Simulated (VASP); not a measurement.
Given:

```xyz
4
Lattice="1.2112 -2.0979 0.0000 1.2112 2.0979 0.0000 0.0000 0.0000 6.5517" Properties=species:S:1:pos:R:3 pbc="T T T"
C      0.0000     0.0000     1.6379
C      0.0000     0.0000     4.9138
C      1.2112     0.6993     1.6379
C      1.2112    -0.6993     4.9138
```

These are LDA (Ceperley-Alder, Perdew-Zunger), VASP's LDA PAW potentials (set 64) (plane waves; VASP) values and carry that method's errors. Settings: 520 eV cut-off, 10×10×4 Γ-centred mesh, Gaussian smearing of 0.050 eV, potentials C.

Q: The ions and cell shape at fixed volume are relaxed. Which structure does the run end with?

A: 
```xyz
4
Lattice="1.2223 -2.1171 0.0000 1.2223 2.1171 0.0000 0.0000 0.0000 6.4332" Properties=species:S:1:pos:R:3 pbc="T T T"
C      0.0000     0.0000     1.6083
C      0.0000     0.0000     4.8249
C      1.2223     0.7057     1.6083
C      1.2223    -0.7057     4.8249
```
Space group P6_3/mmc (194), at a tolerance of 0.03 Å.

Q: How much energy does the relaxation gain?

A: The energy (σ→0) changes by -6.3 meV/atom, in 3 ionic steps.

```
step  E(σ→0) (eV)  max force (eV/Å)  pressure (GPa)  volume (Å³)
----  -----------  ----------------  --------------  -----------
1        -40.4221             0.000            9.47        33.30
2        -40.4460             0.000           -0.56        33.30
3        -40.4475             0.000            1.30        33.30
```

The compound is C in the graphite structure. This cell is one point of a volume scan, at 0.97 of the reference volume. Symmetry was kept, so distortions that lower it aren't found.
